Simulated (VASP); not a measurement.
Input:

```yaml
crystal:
  lattice:
    - [0.00000, 4.81138, -0.26100]
    - [3.97081, 0.00000, 0.00000]
    - [0.00000, -0.92466, -2.71660]
  atoms:
    - { symbol: Ti, position: [0.71362, 0.25000, 0.36559] }
    - { symbol: Ti, position: [0.28638, 0.75000, 0.63441] }
    - { symbol: Ni, position: [0.16935, 0.25000, 0.07865] }
    - { symbol: Ni, position: [0.83065, 0.75000, 0.92135] }
```

These are PBEsol GGA, VASP's PBE PAW potentials (set 64) (plane waves; VASP) values and carry that method's errors. Numerical set-up: 400 eV cut-off, 8×9×12 Γ-centred mesh, tetrahedra with Blöchl corrections, potentials Ti_sv Ni.

The cores are frozen, which limits the accuracy of field gradients.

### Question
Give the principal components of the electric field gradient (V/Å²) and the asymmetry η at each nucleus.

### Answer

| atom | Vxx | Vyy | Vzz | η |
|---|---|---|---|---|
| Ti1 | -12.2 | -4.4 | 16.7 | 0.47 |
| Ti2 | -12.2 | -4.4 | 16.7 | 0.47 |
| Ni3 | -19.5 | -16.9 | 36.4 | 0.07 |
| Ni4 | -19.5 | -16.9 | 36.4 | 0.07 |

The compound is TiNi in the sg11 structure. It was relaxed first. The run is not spin-polarised, so no magnetic state was tried.
